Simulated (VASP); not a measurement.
Input:

```xyz
2
Lattice="0.0000 3.1223 3.1223 3.1223 0.0000 3.1223 3.1223 3.1223 0.0000" Properties=species:S:1:pos:R:3 pbc="T T T"
Cd     0.0000     0.0000     0.0000
Se     1.5612     1.5612     1.5612
```

These are vdW-DF2, VASP's PBE PAW potentials (set 64) (plane waves; VASP 6.6.1) values and carry that method's errors. Settings: 520 eV cut-off, 10×10×10 Γ-centred mesh, first-order Methfessel-Paxton smearing of 0.10 eV, potentials Cd Se.

Give the stress tensor in GPa (positive for a compressed cell).

```
2.66  0.00  0.00
0.00  2.66  0.00
0.00  0.00  2.66
```
The pressure is its mean diagonal, 2.66 GPa.

The compound is CdSe in the zinc blende structure, whereas wurtzite is the usual form. This cell is one point of a volume scan, at 0.94 of the reference volume.
